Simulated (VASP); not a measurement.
VASP runs on Ru (space group P6_3/mmc) share one base input (PBE GGA, plane waves, VASP's PBE PAW potentials (set 64)) and change the settings named in each case.

**KPOINTS**
```
kpoints
0
gamma
  9 9 5
```

POSCAR:
```
Ru
1
    1.3550000000    -2.3469290000     0.0000000000
    1.3550000000     2.3469290000     0.0000000000
    0.0000000000     0.0000000000     4.2800000000
Ru
2
Direct
  0.3333330000   0.6666670000   0.2500000000
  0.6666670000   0.3333330000   0.7500000000
```

**INCAR**
```
SYSTEM = Ru
PREC = Accurate
ENCUT = 300
EDIFF = 1E-6
NELM = 100
ALGO = Normal
LREAL = .FALSE.
LASPH = .TRUE.
ISMEAR = -1
SIGMA = 0.136
GGA = PE
LMAXMIX = 4
LWAVE = .FALSE.
LCHARG = .FALSE.
ISIF = 2
```

POTCAR, in this order: Ru_pv (PBE.64 set). Program: vasp_std.

```csv
change,E(σ→0) (eV/atom),pressure (GPa),−TS (eV)
base run,-9.2525,2.94,-0.0895
GGA = PS,-10.1907,___,___
"GGA_COMPAT = .FALSE., LNONCOLLINEAR = .TRUE., LSORBIT = .TRUE., MAGMOM = 0.0 0.0 0.0 0.0 0.0 0.0, program vasp_ncl",-9.3843,___,___
KPOINTS 5×5×3 Γ-centred mesh,-9.2457,2.41,-0.1010
```

### Question
Fill in the missing entries.

### Answer

- GGA_COMPAT = .FALSE., LNONCOLLINEAR = .TRUE., LSORBIT = .TRUE., MAGMOM = 0.0 0.0 0.0 0.0 0.0 0.0, program vasp_ncl, pressure (GPa): 3.15
- GGA_COMPAT = .FALSE., LNONCOLLINEAR = .TRUE., LSORBIT = .TRUE., MAGMOM = 0.0 0.0 0.0 0.0 0.0 0.0, program vasp_ncl, −TS (eV): -0.0899
- GGA = PS, pressure (GPa): -7.79
- GGA = PS, −TS (eV): -0.0885

Energies of different potentials or functionals have different zeros.  At 300 eV the pressure can carry a Pulay error.

Left out are runs that ran out of time, are held back, or changed the cell or the kind of run, fixed moments of cells without a moment, rows past the twelfth, gaps on odd meshes, pressures of charged cells and columns that move by less than the noise.

The structure is a typed Ru crystal (P6_3/mmc). The cell was not relaxed at this level.
